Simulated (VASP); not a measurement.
Given:

```
MgH2
1.0
    4.53220     0.00000     0.00000
    0.00000     4.53220     0.00000
    0.00000     0.00000     3.02965
Mg H
2 4
Direct
  0.50000   0.50000   0.50000
  0.00000   0.00000   0.00000
  0.69557   0.69557   0.00000
  0.30443   0.30443   0.00000
  0.80443   0.19557   0.50000
  0.19557   0.80443   0.50000
```

These are PBE GGA, VASP's PBE PAW potentials (set 64) (plane waves; VASP) values and carry that method's errors. Run with 300 eV cut-off, 6×6×9 Γ-centred mesh, Gaussian smearing of 0.010 eV, potentials Mg H.

The path is coarsely sampled, so an indirect gap can come out somewhat too large.

### Question
Give the energies of bands 1 to 7 at the high-symmetry points, in eV from the valence-band maximum.

### Answer

```tsv
band	Γ	X	M	Z	R	A
1	-6.37	-4.78	-3.72	-2.99	-2.25	-1.87
2	-1.44	-4.78	-3.72	-2.99	-2.25	-1.87
3	-1.44	-0.50	-2.69	-0.08	-1.07	-0.93
4	-0.45	-0.50	-2.69	-0.08	-1.07	-0.93
5	4.74	5.30	8.95	6.21	5.12	3.79
6	4.96	5.30	8.95	6.21	5.12	3.79
7	9.08	10.00	9.12	6.76	6.75	4.17
```

The gap is indirect, 3.66 eV, from the valence maximum at (0.17, 0.17, 0.11) to the conduction minimum at A-Z at 0.20.

The structure comes from a computed database's MgH2 entry; how it stands against other phases isn't given here. The cell was not relaxed at this level.
